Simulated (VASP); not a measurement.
All values below come from PBE GGA, VASP's PBE PAW potentials (set 64) (plane waves; VASP 6.6.1).

The input files of a VASP run:

**KPOINTS**
```
Automatic mesh
0
Gamma
5 5 4
0 0 0
```

### INCAR
```
SYSTEM = PbO
PREC = Accurate
ENCUT = 580
EDIFF = 1E-6
NELM = 100
ALGO = Normal
LREAL = .FALSE.
LASPH = .TRUE.
ISMEAR = 0
SIGMA = 0.05
GGA = PE
LMAXMIX = 4
LWAVE = .FALSE.
LCHARG = .FALSE.
IBRION = 2
ISIF = 3
NSW = 60
EDIFFG = -0.02
```

POSCAR:
```
PbO
1
    4.0631673118     0.0000000000     0.0000000000
    0.0000000000     4.0631673118    -0.0000000000
    0.0000000000     0.0000000000     5.5514719119
Pb O
2 2
Direct
  0.5000000000   0.0000000000   0.7861222940
  0.0000000000   0.5000000000   0.2138777060
  0.5000000000   0.5000000000   1.0000000000
  0.0000000000   0.0000000000   1.0000000000
```

POTCAR, in this order: Pb_d O (PBE.64 set). Program: vasp_std.

Without a dispersion term in the relaxation, distances and binding between the weakly bound layers, chains or molecules are unreliable, and so is what depends on them. Unless said otherwise, spin-orbit coupling is left out, though it shifts the bands of the heavy elements here.

Task: What does the run give for the energy per atom (σ→0), volume per atom, band gap (on the k-mesh)?

Result: 
```yaml
energy per atom (σ→0): -5.380 eV/atom
band gap (on the k-mesh): 1.81 eV
volume_per_atom: 22.89 Å³/atom
```

File OSZICAR:
```
...
       N       E                     dE             d eps       ncg     rms          rms(c)
DAV:   1    -0.215212409093E+02   -0.64901E-03   -0.51927E-02  1360   0.217E+00    0.138E-01
DAV:   2    -0.215208467367E+02    0.39417E-03   -0.14750E-03  1344   0.511E-01    0.567E-02
DAV:   3    -0.215207493342E+02    0.97402E-04   -0.27384E-04  1208   0.293E-01    0.266E-02
DAV:   4    -0.215207383957E+02    0.10939E-04   -0.77652E-05  1280   0.878E-02    0.806E-03
DAV:   5    -0.215207394265E+02   -0.10308E-05   -0.93338E-06  1080   0.426E-02    0.227E-03
DAV:   6    -0.215207393937E+02    0.32715E-07   -0.10872E-06   536   0.173E-02
   2 F= -.21520739E+02 E0= -.21520739E+02  d E =-.147193E-03
```

The compound is PbO in the litharge structure. This run relaxes it. Symmetry was kept, so distortions that lower it aren't found. The start is the result of an earlier pass.
